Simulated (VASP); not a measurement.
Given:

```xyz
2
Lattice="1.3825 -2.3945 0.0000 1.3825 2.3945 0.0000 0.0000 0.0000 4.4736" Properties=species:S:1:pos:R:3 pbc="T T T"
Re     1.3825     0.7982     1.1184
Re     1.3825    -0.7982     3.3552
```

The numbers are results of rev-vdW-DF2, VASP's PBE PAW potentials (set 64) (plane waves; VASP), not measurements. Settings: 520 eV cut-off, 17×17×9 Γ-centred mesh, tetrahedra with Blöchl corrections, potentials Re.

Unless said otherwise, spin-orbit coupling is left out, though it shifts the bands of the heavy elements here.

**Question.** Tabulate the total density of states (states/eV per cell) against energy (eV; zero at the valence-band maximum or, without a gap, the Fermi level).

**Answer.** 
```
E (eV)  DOS (states/eV)
------  ---------------
-9.98              0.00
-9.43              0.06
-8.89              0.11
-8.34              0.15
-7.80              0.21
-7.15              0.29
-6.60              0.50
-6.06              1.46
-5.51              1.86
-4.97              1.83
-4.42              1.21
-3.88              1.61
-3.23              2.82
-2.68              0.83
-2.14              3.30
-1.59              2.43
-1.05              2.52
-0.51              2.49
0.04               1.24
0.58               1.30
1.13               1.18
1.78               1.13
2.33               1.22
2.87               1.85
3.41               2.52
```
Within 2 eV below the Fermi level the largest weight inside VASP's projection spheres is Re d.

The compound is Re in the hcp structure. It was relaxed first.
